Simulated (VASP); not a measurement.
Method: PBEsol GGA, VASP's PBE PAW potentials (set 64) (plane waves; VASP).

VASP ran on this input.

INCAR:
```
SYSTEM  =  CaO
PREC  =  Accurate; ENCUT  =  520; LREAL  =  .FALSE.
LASPH  =  .TRUE.; ICHARG  =  11
EDIFF  =  1E-7; NELM  =  100; ALGO  =  Normal
ISMEAR  =  0; SIGMA  =  0.05
GGA  =  PS
LWAVE  =  .FALSE.; LCHARG  =  .FALSE.; LORBIT  =  11
```

**POSCAR**
```
CaO
1
    0.0000000000     2.3880329525     2.3880329525
    2.3880329525     0.0000000000     2.3880329525
    2.3880329525     2.3880329525     0.0000000000
Ca O
1 1
Direct
  0.0000000000   0.0000000000   0.0000000000
  0.5000000000   0.5000000000   0.5000000000
```

### KPOINTS
```
k-points along high-symmetry lines
15
Line-mode
Reciprocal
  0.000000   0.000000   0.000000 ! GAMMA
  0.500000   0.000000   0.500000 ! X

  0.500000   0.000000   0.500000 ! X
  0.625000   0.250000   0.625000 ! U

  0.375000   0.375000   0.750000 ! K
  0.000000   0.000000   0.000000 ! GAMMA

  0.000000   0.000000   0.000000 ! GAMMA
  0.500000   0.500000   0.500000 ! L

  0.500000   0.500000   0.500000 ! L
  0.500000   0.250000   0.750000 ! W

  0.500000   0.250000   0.750000 ! W
  0.500000   0.000000   0.500000 ! X
```

POTCAR, in this order: Ca_sv O (PBE.64 set). Program: vasp_std. Read from the step before: CHGCAR.

Output of the run:

### OSZICAR
```
       N       E                     dE             d eps       ncg     rms          rms(c)
DAV:   1     0.122571951238E+03    0.12257E+03   -0.87249E+03  2160   0.137E+03
DAV:   2    -0.542504858359E+01   -0.12800E+03   -0.12080E+03  2420   0.330E+02
DAV:   3    -0.118570562031E+02   -0.64320E+01   -0.62145E+01  2828   0.715E+01
DAV:   4    -0.120814633507E+02   -0.22441E+00   -0.22406E+00  3184   0.123E+01
DAV:   5    -0.120849535854E+02   -0.34902E-02   -0.34900E-02  2696   0.143E+00
DAV:   6    -0.120850393799E+02   -0.85794E-04   -0.85794E-04  2996   0.156E-01
DAV:   7    -0.120850399614E+02   -0.58151E-06   -0.58148E-06  2848   0.159E-02
DAV:   8    -0.120850399710E+02   -0.96065E-08   -0.95904E-08  1904   0.163E-03
   1 F= -.12085040E+02 E0= -.12085040E+02  d E =-.271940E-11
```

### OUTCAR
```
 val. band max:        2.3028286500   @ k =   0.0000   0.0000   0.0000

 cond. band min:       5.8284542154   @ k =   0.5000   0.0000   0.5000



 k-point     1 :       0.0000    0.0000    0.0000
  band No.  band energies     occupation
      1     -35.0066      2.00000
      2     -15.8331      2.00000
      3     -15.8331      2.00000
      4     -15.8331      2.00000
      5     -13.1784      2.00000
      6       2.3028      2.00000
      7       2.3028      2.00000
      8       2.3028      2.00000
      9       7.0209      0.00000
     10       8.5409      0.00000
     11       8.5409      0.00000
     12       8.5409      0.00000

 k-point     2 :       0.0357    0.0000    0.0357
  band No.  band energies     occupation
      1     -35.0047      2.00000
      2     -15.8588      2.00000
      3     -15.8362      2.00000
      4     -15.8362      2.00000
      5     -13.1474      2.00000
      6       2.2061      2.00000
      7       2.2908      2.00000
      8       2.2908      2.00000
      9       7.1052      0.00000
     10       8.4887      0.00000
     11       8.5932      0.00000
     12       8.5932      0.00000

 k-point     3 :       0.0714    0.0000    0.0714
  band No.  band energies     occupation
      1     -34.9990      2.00000
      2     -15.9295      2.00000
      3     -15.8456      2.00000
      4     -15.8456      2.00000
      5     -13.0625      2.00000
      6       1.9506      2.00000
      7       2.2570      2.00000
      8       2.2570      2.00000
      9       7.3264      0.00000
     10       8.3402      0.00000
     11       8.7460      0.00000
     12       8.7460      0.00000

 k-point     4 :       0.1071    0.0000    0.1071
  band No.  band energies     occupation
      1     -34.9899      2.00000
      2     -16.0295      2.00000
      3     -15.8606      2.00000
      4     -15.8606      2.00000
      5     -12.9441      2.00000
      6       1.6109      2.00000
      7       2.2075      2.00000
...
```

The density is held fixed in this step, so its total energy and stress have no physical meaning.

The compound is CaO in the rock salt structure. It was relaxed first.
